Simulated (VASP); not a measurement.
Consider the following.

```xyz
10
Lattice="5.6879 0.0000 0.0000 -2.8439 4.9258 0.0000 0.0000 0.0000 5.5989" Properties=species:S:1:pos:R:3 pbc="T T T"
Pb     0.0000     3.2839     4.1991
Pb     2.8439     1.6419     1.3997
Zr     0.0000     0.0000     0.0000
Zr     0.0000     0.0000     2.7994
O      0.0000     1.5655     1.3997
O      1.4882     4.1431     1.3997
O     -1.4882     4.1431     1.3997
O      2.8439     3.3603     4.1991
O      1.3558     0.7827     4.1991
O      4.3321     0.7827     4.1991
```

All values below come from r2SCAN meta-GGA, VASP's PBE PAW potentials (set 64) (plane waves; VASP). Settings: 520 eV cut-off, 4×4×4 Γ-centred mesh, Gaussian smearing of 0.050 eV, potentials Pb_d Zr_sv O.

**Question.** What does the run give for the energy per atom (σ→0)?

**Answer.** 
The energy per atom (σ→0) is -21.636 eV/atom.

The structure was generated: ZrPbO3 was put into the 2H-BaNiO3 type (P6_3/mmc), which need not be its known phase. It was relaxed first, which changed the volume by -9 %. The start is the result of an earlier pass.
